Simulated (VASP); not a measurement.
Input:

```yaml
crystal:
  lattice:
    - [0.00000, 2.79599, 2.79599]
    - [2.79599, 0.00000, 2.79599]
    - [2.79599, 2.79599, 0.00000]
  atoms:
    - { symbol: Na, position: [0.00000, 0.00000, 0.00000] }
    - { symbol: Cl, position: [0.50000, 0.50000, 0.50000] }
```

Calculation: PBEsol GGA, VASP's PBE PAW potentials (set 64) (plane waves; VASP). Run with 500 eV cut-off, 8×8×8 Γ-centred mesh, Gaussian smearing of 0.050 eV, potentials Na_pv Cl.

Task: What does the run give for the energy per atom (σ→0), band gap (on the k-mesh) with the smallest direct gap where there is one?

Result: 
```json
{
 "band gap (on the k-mesh)": "5.03 eV",
 "smallest direct gap (on the k-mesh)": "5.03 eV",
 "energy per atom (σ→0)": "-3.499 eV/atom"
}
```

Total energies compare only between runs with the same potentials, cut-off and functional.

The compound is NaCl in the rock salt structure. It was relaxed first.
